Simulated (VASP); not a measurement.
Input:

```yaml
crystal:
  lattice:
    - [0.00000, 2.44298, 2.44298]
    - [2.44298, 0.00000, 2.44298]
    - [2.44298, 2.44298, 0.00000]
  atoms:
    - { symbol: Ho, position: [0.00000, 0.00000, 0.00000] }
```

Level of theory: PBEsol GGA, VASP's PBE PAW potentials (set 64) (plane waves; VASP 6.6.1). Numerical set-up: 400 eV cut-off, Gaussian smearing of 0.050 eV, potentials Ho_3.

The 4f electrons are frozen in the core of the lanthanide potential, so 4f levels, which can set the real gap, and their magnetism are missing.

Problem. Predict the band gap (along the path) with the smallest direct gap where there is one.

Solution. 
- band gap (along the path): none (metal, semimetal or under 0.01 eV)

Only differences to runs with the same potentials and settings are physical.

The structure was generated: Ho was put into the fcc type (Fm-3m), which need not be its known phase. It was relaxed first, which changed the volume by -7 %.
